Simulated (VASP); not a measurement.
Given:

```xyz
3
Lattice="1.8270 -3.1645 0.0000 1.8270 3.1645 0.0000 0.0000 0.0000 6.7270" Properties=species:S:1:pos:R:3 pbc="T T T"
Sn     1.8270    -3.1645     6.7270
S      1.8270     1.0548     1.4685
S      1.8270    -1.0548     5.2585
```

All values below come from AM05 GGA, VASP's PBE PAW potentials (set 64) (plane waves; VASP 6.6.1). Run with 520 eV cut-off, Gaussian smearing of 0.050 eV, potentials Sn_d S.

Without a dispersion term in the relaxation, distances and binding between the weakly bound layers, chains or molecules are unreliable, and so is what depends on them. Unless said otherwise, spin-orbit coupling is left out, though it shifts the bands of the heavy elements here.

Q: Estimate the band gap (along the path) with the smallest direct gap where there is one.

A: 
```
Property                               Result
------------------------------------  -------
band gap (along the path)             1.54 eV
smallest direct gap (along the path)  1.84 eV
```

Only differences to runs with the same potentials and settings are physical.

The compound is SnS2 in the 1T layered structure. It was relaxed first, which changed the volume by +14 %.
